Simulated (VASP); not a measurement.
SrO (rock salt):

```yaml
crystal:
  lattice:
    - [0.00000, 2.58000, 2.58000]
    - [2.58000, 0.00000, 2.58000]
    - [2.58000, 2.58000, 0.00000]
  atoms:
    - { symbol: Sr, position: [0.00000, 0.00000, 0.00000] }
    - { symbol: O, position: [0.50000, 0.50000, 0.50000] }
```

The lowest empty band near X, direction across the valley's axis, from PBE with spin-orbit coupling in VASP (PAW); its two spin partners are averaged. The gap over the points computed is 3.25 eV, and the next band on that side lies 4.45 eV away at the edge.

Run with 520 eV cut-off, 10×10×10 Γ-centred mesh, Gaussian smearing of 0.050 eV, potentials Sr_sv O.

| distance from the edge in k (1/Å) | distance in energy (meV) |
|---|---|
| 0.018 | 3.1 |
| 0.025 | 6.0 |
| 0.035 | 11.8 |
| 0.050 | 24.0 |
| 0.070 | 46.9 |

Problem. Fit E(1 + αE) = ħ²k²/2m* (ħ²/2m0 = 3.810 eV Å²) and predict the row at 0.095 1/Å.

Solution. The rows don't resolve α, so a parabola serves: the electron mass is m* = 0.398 m0, and so 86.5 meV. The run gave 85.9 meV, -0.6 meV from the fit.

Left out are points under 3 meV from the edge, since the levels carry 0.1 meV, and points farther than half the way to the next band.

The compound is SrO in the rock salt structure. The cell was not relaxed at this level.
